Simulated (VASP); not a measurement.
A VASP calculation is set up with these files.

**INCAR**
```
SYSTEM=LiBr
PREC=Accurate; ENCUT=520; LREAL=.FALSE.
LASPH=.TRUE.
EDIFF=1E-6; NELM=100; ALGO=Normal
LMAXMIX=4
ISMEAR=0; SIGMA=0.05
GGA=RP
IBRION=2; NSW=60; ISIF=3
EDIFFG=-0.01
LWAVE=.FALSE.; LCHARG=.FALSE.
```

File POSCAR:
```
LiBr
1.0
  0.0000000000   2.7500000000   2.7500000000
  2.7500000000   0.0000000000   2.7500000000
  2.7500000000   2.7500000000   0.0000000000
Li Br
1 1
Cart
  0.0000000000   0.0000000000   0.0000000000
  2.7500000000   2.7500000000   2.7500000000
```

### KPOINTS
```
Automatic
0
Gamma
 8 8 8
0 0 0
```

POTCAR, in this order: Li_sv Br (PBE.64 set). Program: vasp_std.

Question: Translate this RPBE calculation to Quantum ESPRESSO's pw.x.

Answer: One equivalent input (not run):
```
&CONTROL
  calculation = 'vc-relax'
  pseudo_dir = './pseudo'
  outdir = './out'
  tprnfor = .true.
  tstress = .true.
  nstep = 60
  forc_conv_thr = 0.00039
/
&SYSTEM
  ibrav = 0
  nat = 2
  ntyp = 2
  ecutwfc = 74
  occupations = 'smearing'
  smearing = 'gaussian'
  degauss = 0.003675
  input_dft = 'rpbe'
/
&ELECTRONS
  conv_thr = 7.3e-08
  electron_maxstep = 100
/
&IONS
/
&CELL
/
ATOMIC_SPECIES
  Li 6.940 Li.upf
  Br 79.904 Br.upf
CELL_PARAMETERS angstrom
     0.0000000    2.7500000    2.7500000
     2.7500000    0.0000000    2.7500000
     2.7500000    2.7500000    0.0000000
ATOMIC_POSITIONS crystal
  Li   0.0000000  0.0000000  0.0000000
  Br   0.5000000  0.5000000  0.5000000
K_POINTS automatic
  8 8 8 0 0 0
```
The two are equivalent in intent, not identical: the potentials are each code's own (VASP's PAW set, PseudoDojo norm-conserving files in pw.x), so ENCUT and ecutwfc are chosen apart and not converted; conv_thr bounds pw.x's estimated SCF error, while EDIFF bounds the energy change between steps; forc_conv_thr acts on force components and is met together with etot_conv_thr.

The compound is LiBr in the rock salt structure. This run relaxes it. Symmetry was kept, so distortions that lower it aren't found.
